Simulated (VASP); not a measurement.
Calculation: PBEsol GGA, VASP's PBE PAW potentials (set 64) (plane waves; VASP).

Input for VASP

### POSCAR
```
SnTe
1
   -0.0000000000     3.0292849880     3.0292849880
    3.0292849880     0.0000000000     3.0292849880
    3.0292849880     3.0292849880    -0.0000000000
Sn Te
1 1
Direct
  0.0000000000   0.0000000000   0.0000000000
  0.2500000000   0.2500000000   0.2500000000
```

### INCAR
```
SYSTEM=SnTe
PREC=Accurate; ENCUT=500; LREAL=.False.
LASPH=.True.
EDIFF=1E-6; NELM=100; ALGO=Normal
LMAXMIX=4
ISMEAR=1; SIGMA=0.1
GGA=PS
IBRION=2; NSW=40; ISIF=3
EDIFFG=-0.02; PSTRESS=300
LWAVE=.False.; LCHARG=.False.
```

### KPOINTS
```
Regular mesh
0
Gamma
  10 10 10
0 0 0
```

POTCAR, in this order: Sn_d Te (PBE.64 set). Program: vasp_std.

What VASP printed:

**OSZICAR**
```
       N       E                     dE             d eps       ncg     rms          rms(c)
DAV:   1     0.129454680334E+03    0.12945E+03   -0.97486E+03  1322   0.170E+03
DAV:   2     0.548828212393E+01   -0.12397E+03   -0.12204E+03  1406   0.375E+02
DAV:   3    -0.529428197673E+01   -0.10783E+02   -0.10609E+02  1646   0.100E+02
DAV:   4    -0.559001962065E+01   -0.29574E+00   -0.29565E+00  1546   0.185E+01
DAV:   5    -0.560236803961E+01   -0.12348E-01   -0.12348E-01  1954   0.355E+00    0.159E+01
DAV:   6    -0.554767199041E+01    0.54696E-01   -0.36567E-02  1700   0.183E+00    0.957E+00
DAV:   7    -0.552496980850E+01    0.22702E-01   -0.48090E-02  1512   0.179E+00    0.280E-01
DAV:   8    -0.552427874682E+01    0.69106E-03   -0.48519E-03  1566   0.721E-01    0.166E-01
DAV:   9    -0.552428488570E+01   -0.61389E-05   -0.29510E-04  1676   0.129E-01    0.672E-02
DAV:  10    -0.552428412732E+01    0.75838E-06   -0.15284E-05  1840   0.322E-02    0.268E-02
DAV:  11    -0.552428242707E+01    0.17003E-05   -0.24315E-06  1226   0.178E-02    0.161E-02
DAV:  12    -0.552428235688E+01    0.70196E-07   -0.29165E-07   754   0.748E-03
   1 F= 0.48859654E+01 E0= 0.48862026E+01  d E =0.488597E+01
```

OUTCAR:
```
------------------------ aborting loop because EDIFF is reached ----------------------------------------
  FORCE on cell =-STRESS in cart. coord.  units (eV):
  Direction    XX          YY          ZZ          XY          YZ          ZX
  --------------------------------------------------------------------------------------
  Total       10.4358120     10.4358120     10.4358120      0.0000000     -0.0000000     -0.0000000
  in kB      300.7367052    300.7367052    300.7367052      0.0000000     -0.0000000     -0.0000000
  external PRESSURE =       0.7367052 kB  Pullay stress =     300.0000000 kB
  volume of cell :       55.60
      direct lattice vectors                 reciprocal lattice vectors
     0.000000000  3.029284988  3.029284988    -0.165055451  0.165055451  0.165055451
     3.029284988  0.000000000  3.029284988     0.165055451 -0.165055451  0.165055451
     3.029284988  3.029284988  0.000000000     0.165055451  0.165055451 -0.165055451
 POSITION                                       TOTAL-FORCE (eV/Angst)
 -----------------------------------------------------------------------------------
      0.00000      0.00000      0.00000         0.000000     -0.000000     -0.000000
      1.51464      1.51464      1.51464        -0.000000      0.000000      0.000000
 -----------------------------------------------------------------------------------
    total drift:                               -0.000000     -0.000000     -0.000000
  FREE ENERGIE OF THE ION-ELECTRON SYSTEM (eV)
  ---------------------------------------------------
  free  energy   TOTEN  =        -5.5242823569 eV

  energy  without entropy=       -5.5235707530  energy(sigma->0) =       -5.52404516
  enthalpy is  TOTEN    =         4.8859654098 eV   P V=       10.4102477667

 reached required accuracy - stopping structural energy minimisation
```
(Selected blocks of OUTCAR.)

The structure was generated: SnTe was put into the zinc blende type (F-43m), which need not be its known phase. It was relaxed first under an external pressure of 30 GPa.
